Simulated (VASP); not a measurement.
```
CELL_PARAMETERS angstrom
      0.00000     2.38171     2.38171
      2.38171     0.00000     2.38171
      2.38171     2.38171     0.00000
ATOMIC_POSITIONS crystal
  Pb 0.00000 0.00000 0.00000
```

Computed with PBE GGA, VASP's PBE PAW potentials (set 64) (plane waves; VASP). Run with 500 eV cut-off, 13×13×13 Γ-centred mesh, first-order Methfessel-Paxton smearing of 0.10 eV, potentials Pb_d.

Energy and stress use the plane-wave basis of the starting cell.

### Question
The ions, cell shape and volume at an external pressure of 20.0 GPa are relaxed. Which structure does the run end with?

### Answer

```
CELL_PARAMETERS angstrom
      0.00000     2.30631     2.30631
      2.30631     0.00000     2.30631
      2.30631     2.30631     0.00000
ATOMIC_POSITIONS crystal
  Pb 0.00000 0.00000 0.00000
```
Space group Fm-3m (225), at a tolerance of 0.03 Å.

### Question
How do energy and volume change from the first to the last step?

### Answer
The energy (σ→0) changes by +226.0 meV/atom and the volume by -9.2 %, in 4 ionic steps.

```tsv
step	E(σ→0) (eV)	max force (eV/Å)	pressure (GPa)	volume (Å³)
1	-3.4298	0.000	9.95	27.02
2	-2.4871	0.000	47.55	20.92
3	-3.2115	0.000	19.62	24.60
4	-3.2038	0.000	19.93	24.53
```

The compound is Pb in the fcc structure. This run relaxes it under an external pressure of 20 GPa. Symmetry was kept, so distortions that lower it aren't found.
